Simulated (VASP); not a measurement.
Data:

```xyz
3
Lattice="3.4956 0.0000 0.0000 -1.7478 3.0272 0.0000 0.0000 0.0000 19.6429" Properties=species:S:1:pos:R:3 pbc="T T T"
Te     0.0000     2.0182    11.6261
Te     0.0000     2.0182     8.0168
Mo     1.7478     1.0091     9.8214
```

These are PBEsol GGA, VASP's PBE PAW potentials (set 64) (plane waves; VASP) values and carry that method's errors. Numerical set-up: PREC = Normal, EDIFF = 1E-5, 400 eV cut-off, 12×12×1 Γ-centred mesh, Gaussian smearing of 0.050 eV, potentials Te Mo_sv.

Unless said otherwise, spin-orbit coupling is left out, though it shifts the bands of the heavy elements here.

### Question
Predict the energy per atom (σ→0), band gap (on the k-mesh) with the smallest direct gap where there is one.

### Answer

```yaml
band gap (on the k-mesh): 1.19 eV
smallest direct gap (on the k-mesh): 1.19 eV
energy per atom (σ→0): -6.538 eV/atom
```

Total energies compare only between runs with the same potentials, cut-off and functional.

The cell is a sheet with vacuum, built from MoTe2 (2H layered).
